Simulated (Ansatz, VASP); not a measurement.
## SiWSN2 in VASP and in Ansatz

The input INCAR:

```
SYSTEM = SiWSN2
  ALGO = Normal
  EDIFF = 1E-6
  ENCUT = 520
  GGA = PE
  ISIF = 2
  ISMEAR = 0
  LASPH = .TRUE.
  LCHARG = .FALSE.
  LREAL = .FALSE.
  LWAVE = .FALSE.
  NBANDS = 25
  NELM = 100
  PREC = Accurate
  SIGMA = 0.1
```

The input KPOINTS:

```
k-points
0
G
  10 10 8
  0 0 0
```

Contents of POSCAR:

```
SiWSN2
1.0
    3.5501943166      0.0000000000      0.0000000000
    0.0000000000      3.5501943166      0.0000000000
    0.0000000000      0.0000000000      4.5847151473
Si W S N
1 1 1 2
Direct
    0.0000000000      0.0000000000      0.0000000000
    0.5000000000      0.5000000000      0.5000000000
    0.0000000000      0.0000000000      0.5000000000
    0.5000000000      0.0000000000      0.0000000000
    0.0000000000      0.5000000000      0.0000000000
```

Input for Ansatz:

```yaml
crystal:
  lattice:
    - [3.5501943166, 0.0, 0.0]
    - [0.0, 3.5501943166, 0.0]
    - [0.0, 0.0, 4.5847151473]
  atoms:
    - { symbol: Si, position: [0.0, 0.0, 0.0] }
    - { symbol: W, position: [0.5, 0.5, 0.5] }
    - { symbol: S, position: [0.0, 0.0, 0.5] }
    - { symbol: "N", position: [0.5, 0.0, 0.0] }
    - { symbol: "N", position: [0.0, 0.5, 0.0] }
basis:
  ecutwfc: 420
kpoints:
  mp_grid: { grid: [10, 10, 8] }
  band_path:
    path:
      - [[0.0, 0.0, 0.0], [0.0, 0.5, 0.0], [0.5, 0.5, 0.0], [0.0, 0.0, 0.0], [0.0, 0.0, 0.5], [0.0, 0.5, 0.5], [0.5, 0.5, 0.5], [0.0, 0.0, 0.5]]
      - [[0.0, 0.5, 0.0], [0.0, 0.5, 0.5]]
      - [[0.5, 0.5, 0.0], [0.5, 0.5, 0.5]]
    npoints: 14
hamiltonian:
  xc: pbe
scf:
  occupations: { method: gaussian, width: 0.1 }
  n_extra_bands: 12
output:
  forces: true
  stress: true
  eigenvalues: true
  populations: true
  dos: { projected: true, de: 0.02, nscf_kmesh: { grid: [12, 12, 10] } }
  bader: true
  write_density: true
  write_potential: true
  elf: true
  volumetric_format: npy
```

The cell was built by a generator and needn't be a form met in nature.

Alike in both runs: task single point; functional PBE; k mesh 10 × 10 × 8; occupations gaussian, width 0.1 eV; no spin polarisation.

|  | VASP | Ansatz |
| --- | --- | --- |
| version | VASP 6.6.1 | Ansatz 0.2.0 |
| potentials or method | VASP PAW PBE potentials, release 64 (Si, W_sv, S, N) | scalar-relativistic, plane waves, PAW |
| plane-wave cutoff (eV) | 520 | 420 |
| valence electrons in the cell | 34 | 34 |

VASP gave:

```
gap on the k mesh at the Fermi level (eV)       : none
pressure (GPa)                                  : 0.0
largest component of the traceless stress (GPa) : 0.10
```

Which values does Ansatz return?

gap on the k mesh at the Fermi level (eV): none; pressure (GPa): 0.0; largest component of the traceless stress (GPa): 0.01.

A gap of «none» marks a metal or a gap that the smearing closes.

The runs have no spin-orbit coupling, so splittings on W are missing.
